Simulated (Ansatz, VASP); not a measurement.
**SiGe4W: VASP beside Ansatz**

```
CELL_PARAMETERS angstrom
0.00000 3.76477 3.76477
3.76477 0.00000 3.76477
3.76477 3.76477 0.00000
ATOMIC_POSITIONS crystal
Si 0.00000 0.00000 0.00000
Ge 0.87174 0.37609 0.37609
Ge 0.37609 0.37609 0.37609
Ge 0.37609 0.87174 0.37609
Ge 0.37609 0.37609 0.87174
W 0.75000 0.75000 0.75000
```

Change from the starting cell: species swapped into the CePrAl4 type (F-43m, No. 216).

Alike in both runs: functional PBE; k mesh 4 × 4 × 4; occupations gaussian, width 0.1 eV; no spin polarisation.

Ansatz relaxed the structure, and its values are those at the end. VASP's run is a single point on that final structure, the one shown.

|  | VASP | Ansatz |
| --- | --- | --- |
| version | VASP 6.6.1 | Ansatz 0.2.0 |
| potentials or method | VASP PAW PBE potentials, release 64 (Si, Ge_d, W_sv) | scalar-relativistic, plane waves, PAW |
| plane-wave cutoff (eV) | 520 | 420 |
| valence electrons in the cell | 74 | 74 |

|  | VASP | Ansatz | Ansatz less VASP |
| --- | --- | --- | --- |
| gap on the k mesh at the Fermi level (eV) | none | none | - |
| pressure (GPa) | -0.3 | -0.3 | 0.00 |
| rms of the force components (eV/Å) | 0.002 | 0.003 | +0.0017 |

A gap of «none» marks a metal or a gap that the smearing closes. With one functional, cell and mesh, what is left measures potentials, basis and numerics.

Caveats: the k mesh is coarse (spacing up to 0.36 Å⁻¹), so the values aren't converged. Spin-orbit coupling is left out, which matters for the levels of W.
